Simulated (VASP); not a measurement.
Shape and ions are relaxed at each volume.

```cif
data_Tb2
_chemical_formula_sum 'Tb2'
_space_group_name_H-M_alt 'P63/mmc'
_space_group_IT_number 194
_space_group_name_Hall '-P 6c 2c'
_cell_length_a 3.56830
_cell_length_b 3.56830
_cell_length_c 5.61184
_cell_angle_alpha 90.000
_cell_angle_beta 90.000
_cell_angle_gamma 120.000
loop_
_atom_site_label
_atom_site_type_symbol
_atom_site_symmetry_multiplicity
_atom_site_Wyckoff_symbol
_atom_site_fract_x
_atom_site_fract_y
_atom_site_fract_z
_atom_site_occupancy
Tb1 Tb 2 c 0.33333 0.66667 0.25000 1
```

Computed with rev-vdW-DF2, VASP's PBE PAW potentials (set 64) (plane waves; VASP). Numerical set-up: 520 eV cut-off, 12×12×7 Γ-centred mesh, first-order Methfessel-Paxton smearing of 0.10 eV, potentials Tb_3.

The 4f electrons are frozen in the core of the lanthanide potential, so 4f levels, which can set the real gap, and their magnetism are missing.

### Question
Give the energy at these volumes per atom, relative to the lowest: 29.20, 30.13, 31.06, 32.00, 32.93 Å³.

### Answer
13.1, 2.6, 0.0, 4.2, 14.7 meV/atom. A third-order Birch-Murnaghan fit gives B0 = 40.1 GPa and B0′ = 2.8.

Measured: bulk modulus 38.7 GPa (computed value off by +3.6 %), as given by Wikipedia, Terbium (infobox). The calculation is for a static lattice, while the measured bulk modulus holds thermal and zero-point effects, which are part of the difference.

The compound is Tb in the hcp structure. It was relaxed first.
